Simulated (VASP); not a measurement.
Output of a VASP run:

### OSZICAR
```
       N       E                     dE             d eps       ncg     rms          rms(c)
DAV:   1     0.271031037163E+03    0.27103E+03   -0.17469E+04 12256   0.237E+03
DAV:   2     0.311907046867E+01   -0.26791E+03   -0.25151E+03 12308   0.433E+02
DAV:   3    -0.282220764284E+02   -0.31341E+02   -0.29716E+02 13812   0.166E+02
DAV:   4    -0.292880701555E+02   -0.10660E+01   -0.10579E+01 13516   0.323E+01
DAV:   5    -0.293181153342E+02   -0.30045E-01   -0.30031E-01 14308   0.513E+00    0.210E+01
DAV:   6    -0.267572386737E+02    0.25609E+01   -0.41564E+01 18180   0.110E+02    0.212E+01
DAV:   7    -0.252223616525E+02    0.15349E+01   -0.70848E+00 15616   0.795E+01    0.978E+00
DAV:   8    -0.254085739557E+02   -0.18621E+00   -0.21085E+00 16784   0.195E+01    0.649E+00
DAV:   9    -0.254029729138E+02    0.56010E-02   -0.52729E-01 17540   0.323E+01    0.474E+00
DAV:  10    -0.253017414394E+02    0.10123E+00   -0.20773E-01 16840   0.211E+01    0.882E-01
DAV:  11    -0.253059843191E+02   -0.42429E-02   -0.36093E-02 15644   0.275E+00    0.391E-01
DAV:  12    -0.253059929778E+02   -0.86587E-05   -0.47738E-03 16888   0.169E+00    0.153E-01
DAV:  13    -0.253060140586E+02   -0.21081E-04   -0.10007E-03 15792   0.588E-01    0.777E-02
DAV:  14    -0.253059973722E+02    0.16686E-04   -0.25211E-04 18808   0.223E-01    0.263E-02
DAV:  15    -0.253059942182E+02    0.31540E-05   -0.20737E-05 15564   0.693E-02    0.175E-02
DAV:  16    -0.253059932302E+02    0.98800E-06   -0.12637E-05 15492   0.535E-02    0.469E-03
DAV:  17    -0.253059931034E+02    0.12677E-06   -0.71494E-07 12788   0.160E-02    0.180E-03
DAV:  18    -0.253059930675E+02    0.35926E-07   -0.82704E-08  6292   0.438E-03
   1 F= -.25305993E+02 E0= -.25305993E+02  d E =-.315835E-17  mag=    -0.0000
```

OUTCAR:
```
------------------------ aborting loop because EDIFF is reached ----------------------------------------
  FORCE on cell =-STRESS in cart. coord.  units (eV):
  Direction    XX          YY          ZZ          XY          YZ          ZX
  --------------------------------------------------------------------------------------
  Total       -0.0276953      0.0014144     -0.0276953     -0.0627328     -0.0627356     -0.0636486
  in kB       -1.2691493      0.0648162     -1.2691493     -2.8747611     -2.8748873     -2.9167245
  external PRESSURE =      -0.8244941 kB  Pullay stress =       0.0000000 kB
  volume of cell :       34.96
      direct lattice vectors                 reciprocal lattice vectors
     4.117673379  2.056691864  2.056691864     0.363967500 -0.121238211 -0.121238211
     2.056691864  4.117673379  2.056691864    -0.121238211  0.363967500 -0.121238211
     2.056691864  2.056691864  4.117673379    -0.121238211 -0.121238211  0.363967500
 POSITION                                       TOTAL-FORCE (eV/Angst)
 -----------------------------------------------------------------------------------
      0.00000      0.00000      0.00000        -0.007293      0.082937     -0.007293
      4.11553      4.11553      4.11553        -0.006411      0.066387     -0.006411
      2.05776      2.08276      2.05776        -0.020113     -0.157920     -0.020113
      6.17329      6.17329      6.17329         0.033818      0.008595      0.033818
 -----------------------------------------------------------------------------------
    total drift:                               -0.000060     -0.000052     -0.000060
  FREE ENERGIE OF THE ION-ELECTRON SYSTEM (eV)
  ---------------------------------------------------
  free  energy   TOTEN  =       -25.3059930675 eV

  energy  without entropy=      -25.3059930675  energy(sigma->0) =      -25.30599307

 total charge

# of ion       s       p       d       tot
------------------------------------------
    1        0.350   0.445   8.310   9.105
    2        0.345   0.435   8.309   9.089
    3        1.554   3.405   0.000   4.959
    4        1.554   3.405   0.000   4.959
--------------------------------------------------
tot          3.803   7.690  16.619  28.112

 magnetization (x)

# of ion       s       p       d       tot
------------------------------------------
    1       -0.011  -0.015   1.288   1.263
    2        0.011   0.015  -1.291  -1.265
    3        0.001   0.003   0.000   0.004
    4        0.000  -0.004   0.000  -0.004
--------------------------------------------------
tot          0.001  -0.000  -0.003  -0.002
```
(Selected blocks of OUTCAR.)

POSCAR:
```
NiO
1
    4.1176733786     2.0566918643     2.0566918643
    2.0566918643     4.1176733786     2.0566918643
    2.0566918643     2.0566918643     4.1176733786
Ni O
2 2
Direct
  0.0000000000   0.0000000000   0.0000000000
  0.5000000000   0.5000000000   0.5000000000
  0.2469690447   0.2590991875   0.2469690447
  0.7500000000   0.7500000000   0.7500000000
```

Problem. Write an INCAR and KPOINTS that could have produced this output.

Solution. One answer among several that fit: the input of the run itself, PBEsol GGA, plane waves, VASP's PBE PAW potentials (set 64).

File KPOINTS:
```
Automatic mesh
0
Gamma
8 8 8
0 0 0
```

### INCAR
```
# general
SYSTEM   =  NiO
PREC     =  Accurate
ENCUT    =  600   # plane-wave cut-off (eV)
LREAL    =  .FALSE.
LASPH    =  .TRUE.

# electronic loop
EDIFF    =  1E-7
NELM     =  100
ALGO     =  Normal   # blocked Davidson
LMAXMIX  =  4

# smearing
ISMEAR   =  0
SIGMA    =  0.05   # width (eV)

# functional
GGA      =  PS   # PBEsol

# spin
ISPIN    =  2   # spin-polarised
MAGMOM   =  1.3 -1.3 2*0.0

# ions
ISIF     =  2   # forces and stress, cell fixed

# output
LWAVE    =  .FALSE.
LCHARG   =  .FALSE.
LORBIT   =  10
```

POTCAR, in this order: Ni O (PBE.64 set). Program: vasp_std.

The compound is NiO in the rock salt, AFM-II order structure. This cell was strained or had an atom moved on purpose.
